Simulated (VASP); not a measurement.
An input for Ansatz (written as the equivalent of a VASP run, and not itself run):

Ansatz 0.2 input:
```yaml
crystal:
  lattice:
    - [0.0000000, 2.4050000, 2.4050000]
    - [2.4050000, 0.0000000, 2.4050000]
    - [2.4050000, 2.4050000, 0.0000000]
  atoms:
    - { symbol: Ca, position: [0.0000000, 0.0000000, 0.0000000] }
    - { symbol: O, position: [0.5000000, 0.5000000, 0.5000000] }
kpoints:
  mp_grid: { grid: [2, 2, 2] }
hamiltonian:
  xc: pbe
  pseudopotentials: { kind: paw }
scf:
  occupations: { method: fermi_dirac, width: 0.05 }
  max_iter: 100
output: { forces: true, stress: true, eigenvalues: true }
```

Q: Translate this input to VASP (INCAR, KPOINTS, POSCAR, choice of POTCAR).

A: This is not unique; one that fits is 
### KPOINTS
```
Automatic
0
gamma
 2 2 2
```

### INCAR
```
SYSTEM = CaO
PREC = Accurate
ENCUT = 400
EDIFF = 1E-6
NELM = 100
ALGO = Normal
LREAL = .FALSE.
LASPH = .TRUE.
ISMEAR = -1
SIGMA = 0.05
GGA = PE
LWAVE = .FALSE.
LCHARG = .FALSE.
ISIF = 2
```

POSCAR:
```
CaO
1
    0.0000000000     2.4050000000     2.4050000000
    2.4050000000     0.0000000000     2.4050000000
    2.4050000000     2.4050000000     0.0000000000
Ca O
1 1
Direct
  0.0000000000   0.0000000000   0.0000000000
  0.5000000000   0.5000000000   0.5000000000
```

POTCAR, in this order: Ca_sv O (PBE.64 set). Program: vasp_std.

What does not carry over: each code has its own PAW files, so the cut-off isn't converted (ENCUT is set for VASP's; basis.ecutwfc is left out, and Ansatz then takes the one that its files recommend); Ansatz stops its SCF on the density residual and VASP on the energy change (EDIFF).

The structure is a typed CaO crystal (Fm-3m). The cell was not relaxed at this level. The k-mesh is coarse (spacing up to 1.13 per Å, 2π included), so the numbers may not be converged in it. The run is one of a series of settings (KPOINTS 2×2×2 Γ-centred mesh against the base run), some of them coarse on purpose.
